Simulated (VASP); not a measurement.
Crystal: Ti2TeAs2.

```xyz
5
Lattice="3.9000 0.0000 0.0000 -1.9500 3.3775 0.0000 0.0000 0.0000 8.0000" Properties=species:S:1:pos:R:3 pbc="T T T"
Ti    1.9500    1.1258    6.0800
Ti    0.0000    2.2517    1.9200
Te    0.0000    0.0000    0.0000
As    0.0000    2.2517    4.9600
As    1.9500    1.1258    3.0400
```

The cell was built by a generator and needn't be a form met in nature.

| Quantity | Value |
| --- | --- |
| Program | VASP 6.6.1 |
| Task | relaxation of cell and atoms |
| Functional | PBE |
| Potentials or basis | VASP PAW PBE potentials, release 64 (Ti_sv, Te, As) |
| Cutoff | 520 eV |
| k mesh | 4 × 4 × 2 |
| Occupations | gaussian, width 0.15 eV |
| Spin | no spin polarisation |

At the start: pressure 1.4 GPa; volume 21.08 Å³/atom.

Q: How do energy, volume and symmetry change on relaxing?

A: Over 17 steps the energy falls by 62.1 meV/atom and the volume is 21.44 Å³/atom (+1.7 %); space group P-3m1 (No. 164, to 0.05 Å).

The path:
| step | energy change (eV) | largest force (eV/Å) | pressure (GPa) | volume (Å³) |
| --- | --- | --- | --- | --- |
| 1 | 0.0000 | 0.4043 | 1.39 | 105.38 |
| 2 | -0.1002 | 0.4440 | -1.16 | 108.15 |
| 3 | -0.1587 | 0.7376 | -3.68 | 111.83 |
| 4 | -0.2100 | 0.6448 | -3.71 | 111.37 |
| 5 | -0.2427 | 0.3807 | -2.00 | 109.81 |
| 6 | -0.2558 | 0.5310 | -2.70 | 110.51 |
| 7 | -0.2572 | 0.3817 | -2.72 | 110.37 |
| 8 | -0.2851 | 0.3422 | -1.62 | 108.72 |
| 9 | -0.2993 | 0.1679 | 0.51 | 105.79 |
| 10 | -0.3003 | 0.1977 | 0.69 | 106.04 |
| 11 | -0.2977 | 0.2575 | 0.00 | 107.38 |
| 12 | -0.3005 | 0.2028 | -0.05 | 106.61 |
| 13 | -0.3006 | 0.2023 | 0.39 | 106.30 |
| 14 | -0.3032 | 0.1704 | 0.47 | 106.42 |
| 15 | -0.3084 | 0.1057 | 0.47 | 106.78 |
| 16 | -0.3091 | 0.0407 | 0.32 | 107.48 |
| 17 | -0.3106 | 0.0705 | 0.14 | 107.18 |

Final structure:
```
Ti Te As
1.0
     4.07742    0.00000    0.00000
    -2.03871    3.53115    0.00000
     0.00000    0.00000    7.44388
Ti Te As
2 1 2
Direct
  0.66667 0.33333 0.74922
  0.33333 0.66667 0.25078
  0.00000 0.00000 0.00000
  0.33333 0.66667 0.61348
  0.66667 0.33333 0.38652
```

Caveat: the k mesh is coarse (spacing up to 0.47 Å⁻¹), so the values aren't converged; the relaxation stopped at a loose force limit of 0.08 eV/Å, so its end isn't a converged minimum.
